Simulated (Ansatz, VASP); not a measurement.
# Cross-check of GaN between VASP and Ansatz

One calculation is typed for both programs; each brings its own data sets. How far apart do they land? The cell is taken from a series of runs on this material, whose earlier steps may have relaxed, scaled, displaced or heated it; both programs get it as it stands.

Calculated with Ansatz 0.2.0; plane waves, with VASP 6.6.1 beside it; zone-centre phonons at LDA.

### 1. Set-up

The structure is cubic, space group F-43m (No. 216). Conventional cell: a = 4.485 Å, b = 4.485 Å, c = 4.485 Å, α = 90.00°, β = 90.00°, γ = 90.00°. N has 4 Ga at 1.94 Å nearest. Nearest to Ga lie 4 N at 1.94 Å. Farther neighbours and most contacts between anions are not listed.

As a file:

```cif
data_structure
_symmetry_space_group_name_H-M 'F-43m'
_symmetry_Int_Tables_number 216
_cell_length_a 4.4847
_cell_length_b 4.4847
_cell_length_c 4.4847
_cell_angle_alpha 90.000
_cell_angle_beta 90.000
_cell_angle_gamma 90.000
_cell_volume 90.20
loop_
_atom_site_label
_atom_site_type_symbol
_atom_site_symmetry_multiplicity
_atom_site_Wyckoff_symbol
_atom_site_fract_x
_atom_site_fract_y
_atom_site_fract_z
_atom_site_occupancy
N1 N 4 d 0.25000 0.25000 0.75000 1
Ga1 Ga 4 a 0.00000 0.00000 0.00000 1
```

### 2. Ansatz: zone-centre phonons, LDA, pair 1

Ansatz runs on its PAW soft_1 files.

Second derivatives magnify differences that forces hide, and they need a tight electronic threshold.

File input.yaml:

```yaml
crystal:
  lattice:
    - [0.0, 2.2423552825, 2.2423552825]
    - [2.2423552825, 0.0, 2.2423552825]
    - [2.2423552825, 2.2423552825, 0.0]
  atoms:
    - { symbol: "N", position: [0.25, 0.25, 0.25] }
    - { symbol: Ga, position: [0.0, 0.0, 0.0] }
kpoints:
  mp_grid: { grid: [12, 12, 12] }
hamiltonian:
  xc: lda
  pseudopotentials: { kind: paw, azcp: { folder: soft_1 }, xc_functional: pbe }
scf:
  occupations: { method: fixed }
output:
  eigenvalues: true
phonons:
  method: dfpt
  dielectric: true
  rigid_motions: translations
```

The run is started by

```console
$ ansatz run input.yaml --threads 4 --pin off --max-ram 10240MiB --backend cpu --events-out ev --progress --plain --runs-dir out
```

Numbers of over 12 decimals in the logs are rounded to 6 here.

Output:

```text
Engine: ansatz 0.2.0, x86_64-unknown-linux-gnu
Pseudopotentials: kind: paw
Pseudopotential: N, paw, valence charge 5, recommended cutoff 420 eV (normal), soft_1/N.paw.azcp
Pseudopotential: Ga, paw, valence charge 13, recommended cutoff 420 eV (normal), soft_1/Ga.paw.azcp
Functional definition: SPW92
  exchange = slater_x
  correlation = pw_c
Crystal: 2 atoms, lattice volume = 22.550 Å³
Basis set: ecut = 420 eV, 459 PW (Γ), exchange–correlation on 48×48×48 points (8 copies of the dense FFT grid, shifted against one another)
Bands: 13, of which v1, the nominal top of the filled ones, is band 9 counted from 1 (8 counted from 0)
Symmetry: 24 space group operations
k-points: 280 of 1728 (irreducible under 4 space group operations, time reversal used)
Non-local potential: N, projectors of the file, l = 0: 2, l = 1: 2, l = 2: 1
Non-local potential: Ga, projectors of the file, l = 0: 2, l = 1: 2, l = 2: 3, l = 3: 1
PAW form: soft (Blöchl's): semilocal exchange-correlation on the pseudo side does not see the compensation charge
PAW frozen core: N, regenerated for the run's functional, and the local potential with it (the file was generated under x = pbe(κ = 0.804, μ = 0.219515), c = pbe(β = 0.066725))
PAW frozen core: Ga, regenerated for the run's functional, and the local potential with it (the file was generated under x = pbe(κ = 0.804, μ = 0.219515), c = pbe(β = 0.066725))
PAW one-centre angular grid: N, 110 points (default); XC on 64 Gauss nodes
PAW one-centre angular grid: Ga, 590 points (default); XC on 64 Gauss nodes
Initial density: superposition of atomic densities (chi_scale 0.1, normalization cell, long waves kept (reshape's long-wave potential 0.00 eV rms))
Initial wavefunctions: pseudopotential atomic-orbital guess
Functional: x = slater, c = lda
SCF iter   1: F=—  HF=-4082.699066 eV  |F-HF|=—  |Δ(HF+E_count)|=         —  Δρ=1.04e-1  dr2=2.13e0  ethr=3.10e-3  ⟨swp⟩=4.0  Hψ=16154  notcnv=0  defer=400
preconditioner: auto → none  [insulator: Δε(μ)=2.695 eV  Ē_g=19.166 eV  n_scr=8 (ndim 8)  ℏωp=33.2 eV  f_vac=0.000  ε∞_Penn≈4.0]
SCF iter   2: F=—  HF=-4082.210867 eV  |F-HF|=—  |Δ(HF+E_count)|=   4.88e-1  Δρ=5.82e-2  dr2=4.74e-1  ethr=3.10e-3  ⟨swp⟩=2.2  Hψ=8518  notcnv=0  defer=96
SCF iter   3: F=—  HF=-4082.094170 eV  |F-HF|=—  |Δ(HF+E_count)|=   1.17e-1  Δρ=1.87e-2  dr2=4.06e-2  ethr=2.63e-3  ⟨swp⟩=2.0  Hψ=5102  notcnv=0  defer=558
SCF iter   4: F=—  HF=-4082.085445 eV  |F-HF|=—  |Δ(HF+E_count)|=   8.72e-3  Δρ=7.97e-3  dr2=6.17e-3  ethr=2.25e-4  ⟨swp⟩=2.0  Hψ=7182  notcnv=0  defer=558
SCF iter   5: F=—  HF=-4082.082436 eV  |F-HF|=—  |Δ(HF+E_count)|=   3.01e-3  Δρ=9.81e-4  dr2=6.39e-5  ethr=3.43e-5  ⟨swp⟩=2.0  Hψ=6601  notcnv=0  defer=558
SCF iter   6: F=—  HF=-4082.082413 eV  |F-HF|=—  |Δ(HF+E_count)|=   2.33e-5  Δρ=1.36e-4  dr2=2.03e-6  ethr=3.55e-7  ⟨swp⟩=2.0  Hψ=5677  notcnv=0  defer=280
SCF iter   7: F=—  HF=-4082.082412 eV  |F-HF|=—  |Δ(HF+E_count)|=   7.09e-7  Δρ=1.81e-5  dr2=3.58e-8  ethr=1.13e-8  ⟨swp⟩=2.2  Hψ=6039  notcnv=0
SCF iter   8: F=—  HF=-4082.082412 eV  |F-HF|=—  |Δ(HF+E_count)|=   6.64e-9  Δρ=9.79e-7  dr2=1.76e-10  ethr=1.99e-10  ⟨swp⟩=2.6  Hψ=6160  notcnv=0
SCF iter   9: F=-4082.082412 eV  HF=-4082.082412 eV  |F-HF|=4.55e-13  |Δ(HF+E_count)|=  5.00e-11  Δρ=8.15e-8  dr2=1.29e-12  ethr=1.00e-12  ⟨swp⟩=6.1  Hψ=19089  notcnv=0
SCF 1 converged in 9 iterations: F = -4082.082412 eV  dr2 = 1.29e-12
  greatest PAW one-centre occupation: 0.996 electrons in one spin orbital (limit 2), on the Ga atom at site 1 (counted from 0), in its partial waves of l = 2
NSCF: frozen V_eff on 1 k-points
DFPT response loops at Γ: preconditioner auto → none (the input reference at scf.mixing.eps_inf says where Resta's filter doesn't serve); β = 0.50; Broyden in place of MSR1
── the response to a field inside a basis, on 12×12×12 k-points: an SCF that follows is theirs, and a resumed run solves both again ──
Bands: 10, of which v1, the nominal top of the filled ones, is band 9 counted from 1 (8 counted from 0)
k-points: 182 of 1728 (irreducible under 6 space group operations, time reversal used)
Initial density: handed on by an earlier stage of this run
Initial wavefunctions: pseudopotential atomic-orbital guess (no wavefunctions were taken with the density)
Eigensolver: Dense (182 Hₖ)
SCF iter   1: F=—  HF=-4082.084426 eV  |F-HF|=—  |Δ(HF+E_count)|=         —  Δρ=4.85e-4  dr2=9.36e-6  ethr=1.00e-1
preconditioner: auto → none  [insulator: Δε(μ)=2.058 eV  Ē_g=15.289 eV  n_scr=8 (ndim 8)  ℏωp=33.2 eV  f_vac=0.000  ε∞_Penn≈5.7]
SCF iter   2: F=—  HF=-4082.084425 eV  |F-HF|=—  |Δ(HF+E_count)|=   1.18e-6  Δρ=2.66e-4  dr2=4.46e-6  ethr=5.20e-8
SCF iter   3: F=—  HF=-4082.084426 eV  |F-HF|=—  |Δ(HF+E_count)|=   1.11e-6  Δρ=1.11e-4  dr2=2.45e-6  ethr=2.48e-8
SCF iter   4: F=-4082.084425 eV  HF=-4082.084425 eV  |F-HF|=6.36e-9  |Δ(HF+E_count)|=   1.06e-6  Δρ=1.35e-5  dr2=1.62e-8  ethr=1.36e-8
SCF 1 converged in 4 iterations: F = -4082.084425 eV  dr2 = 1.62e-8
DFPT response loops at Γ: mixed as the last ones told, above
SCF converged after 9 iterations
Free energy (F): -4082.082412 eV
Harris-Foulkes:  -4082.082412 eV  (|F-HF|=4.55e-13)
Internal energy: -4082.082412 eV  (E = F + TS)
E sigma→0 (E₀):  -4082.082412 eV
Fermi energy:    9.495584 eV
--- Per-component energies (eV) ---
  E_band       = -9.671413
  E_kinetic    = 240.939764
  E_local      = -1405.810639  (includes V_loc(G=0)·N_el)
  E_nonlocal   = -51.886482
  E_hartree    = 888.936453
  E_xc         = -121.539567
  E_vxc        = -131.045508  (∫ρ·V_xc dr)
  E_paw        = -2039.206127  (= ΣΔE_a)
  E_vpaw       = -439.742207  (= ΣTr[D̂ρ^β])
  E_aug_tail   = 0.000746  (compensation charges beyond the density's cutoff)
  E_ewald      = -1595.325086
  E_core_change = 1.808525  (= ΣΔE_core)
  E_smearing   = -0.000000  (= −TS)
  E_closure    = -0.000000  (closes the sum)
  Σ components = -4082.082412   (vs F -4082.082412, Δ=0.00e0)
--- Band table (eV; the first three rows and the last of 280) ---
  k-point 0: bands = [... 5 lower, -3.7728, 9.4956, 9.4956, 9.4956, 11.3288, 19.7141, 19.7141, 19.7141]
  k-point 1: bands = [... 5 lower, -3.7738, 8.6787, 9.4182, 9.4182, 11.9661, 19.3443, 19.8345, 19.8345]
  k-point 2: bands = [... 5 lower, -3.7744, 7.2101, 9.2153, 9.2153, 12.8916, 18.6639, 20.0782, 20.0782]
  k-point 279: bands = [... 5 lower, -1.5927, 3.6617, 5.6923, 5.7347, 15.6466, 17.8730, 19.7657, 20.4698]
--- Phonons (Γ-DFPT): 2 representative perturbations + reference, on 280 of 1728 k-points (Σ response iterations 6) ---
  k mesh reduced under 4 symmetry operations, with k and −k counted as one. Each operation leaves every solved perturbation unchanged. A smaller set is not considered because the run solves the response to a homogeneous field
  ASR residual: 5.862e-5 → 0.000e0 eV/Å²; symmetrization residual: 1.543e-6 eV/Å²
  ASR residual per site (eV/Å²): 5.86e-5 3.87e-6
  Γ frequencies (cm⁻¹): 0.00 0.00 0.00 536.29 536.29 536.29
  ε∞ (high-frequency dielectric tensor):
        5.868109     0.000000    -0.000000
        0.000000     5.868109     0.000000
       -0.000000     0.000000     5.868109
  ε⁰ (static dielectric tensor: ions relaxed, cell fixed):
       10.408282     0.000000     0.000000
        0.000000    10.408282     0.000000
        0.000000     0.000000    10.408282
  ε⁰ − ε∞ (ionic part):
        4.540173     0.000000     0.000000
        0.000000     4.540173     0.000000
        0.000000     0.000000     4.540173
  softest optical mode at Γ: 536.29 cm⁻¹; the repairs (sum rule, projections) moved no ω² at Γ by more than (1.15 cm⁻¹)²
  Born effective charges Z* (e; rows j = field, columns β = displacement):
    site 0:
        -2.64189   -0.00000   -0.00000
        -0.00000   -2.64189   -0.00000
         0.00000   -0.00000   -2.64189
    site 1:
         2.64189    0.00000    0.00000
         0.00000    2.64189    0.00000
        -0.00000    0.00000    2.64189
  Z* charge neutrality: 5.841e-5 e pre-enforcement
  solved inside a basis spanned on kpoints, on 12×12×12 k-points, its susceptibility summed on 16×16×16: ε∞ is read to err by 1.5e-2, Z* by 1.4e-2 e (field_mesh: kpoints solves on kpoints); Z* is corrected for what the basis lacks
  optical modes at Γ without the LO–TO term, one row a degenerate level:
      ω (cm⁻¹)  modes    IR ((D/Å)²/amu)
        536.29      3            41.4164
  optical modes at Γ + LO–TO along q̂ = [1.0000, 0.0000, 0.0000]:
      ω (cm⁻¹)  modes    IR ((D/Å)²/amu)
        536.29      2            27.6110
        714.23      1            13.8055
  optical modes at Γ + LO–TO along q̂ = [0.0000, 1.0000, 0.0000]:
      ω (cm⁻¹)  modes    IR ((D/Å)²/amu)
        536.29      2            27.6110
        714.23      1            13.8055
  optical modes at Γ + LO–TO along q̂ = [0.0000, 0.0000, 1.0000]:
      ω (cm⁻¹)  modes    IR ((D/Å)²/amu)
        536.29      2            27.6110
        714.23      1            13.8055
```

(Part 1 of 3 ends here.)

[Lines on the potential files, build, host, timing and source positions are cut from VASP's logs without a mark.]

[Logs are printed without paths, hosts, clocks, repeated set-up lines and the standing remarks that a program may print on its own settings, such as how far it seeks lower states.]

[Hosts, paths, dates, database ids (printed as entryN), source tags and the programs' standing remarks are cut or masked in the printed files.]
